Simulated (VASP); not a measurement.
Shape and ions are relaxed at each volume.

Consider the following.

```
CELL_PARAMETERS angstrom
      4.73907     0.00000     0.00000
      0.00000     4.73907     0.00000
      0.00000     0.00000     3.15898
ATOMIC_POSITIONS crystal
  Zn 0.00000 0.00000 0.00000
  Zn 0.50000 0.50000 0.50000
  F  0.30321 0.30321 0.00000
  F  0.80321 0.19679 0.50000
  F  0.19679 0.80321 0.50000
  F  0.69679 0.69679 0.00000
```

These are vdW-DF-cx, VASP's PBE PAW potentials (set 64) (plane waves; VASP 6.6.1) values and carry that method's errors. Settings: 520 eV cut-off, 5×5×7 Γ-centred mesh, Gaussian smearing of 0.050 eV, potentials Zn F.

Give the energy at these volumes per atom, relative to the lowest: 11.06, 11.41, 11.77, 12.12, 12.47 Å³.

18.4, 4.9, 0.0, 2.2, 10.2 meV/atom. A third-order Birch-Murnaghan fit gives B0 = 104 GPa and B0′ = 5.5.

The compound is ZnF2 in the rutile structure. It was relaxed first.
